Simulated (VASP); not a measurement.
Wanted: the native input for a VASP 6.6.1 run.

| Property | Result |
| --- | --- |
| Task | single point |
| Functional | PBE |
| Potentials or basis | VASP PAW PBE potentials, release 64 (Cd, Os) |
| Cutoff | 520 eV |
| k mesh | 12 × 12 × 12 |
| Occupations | gaussian, width 0.1 eV |
| Spin | no spin polarisation |
| Dipole correction | no |
| Further INCAR settings | ALGO = Fast; EDIFF = 1e-06; NBANDS = 30 |

The structure of Cd3Os lies in POSCAR:

```
Cd3Os
1.0
    4.1920762355      0.0000000000      0.0000000000
    0.0000000000      4.1920762355      0.0000000000
    0.0000000000      0.0000000000      4.1920762355
Cd Os
3 1
Direct
    0.0000000000      0.5000000000      0.5000000000
    0.5000000000      0.0000000000      0.5000000000
    0.5000000000      0.5000000000      0.0000000000
    0.0000000000      0.0000000000      0.0000000000
```

The cell was built by a generator and needn't be a form met in nature.

The cell isn't the ideal one: species swapped into the HoPt3 type (Pm-3m, No. 221).

One way to write it, as run:

INCAR

```
ALGO = Fast ; EDIFF = 1E-6
ENCUT = 520 ; GGA = PE
ISIF = 2 ; ISMEAR = 0
LASPH = T ; LCHARG = F
LREAL = F ; LWAVE = F
NBANDS = 30 ; NELM = 80
PREC = Accurate ; SIGMA = 0.1
```

KPOINTS

```
k-points
0
Gamma
  12 12 12
```

Potentials or basis: VASP PAW PBE potentials, release 64 (Cd, Os).

The run is started by

```console
$ cat potpaw_PBE.64/Cd/POTCAR potpaw_PBE.64/Os/POTCAR > POTCAR
$ mpirun -np 1 vasp_std > vasp.out
```

Results of the run:

- Pressure: 0.8 GPa
- Band gap on the k mesh: none (metal or under the smearing width)

Run time: 4 min on 1 thread of Intel(R) Xeon(R) Platinum 8175M CPU @ 2.50GHz (Skylake/Cascade Lake), with other jobs on the host, peak memory 0.29 GiB.
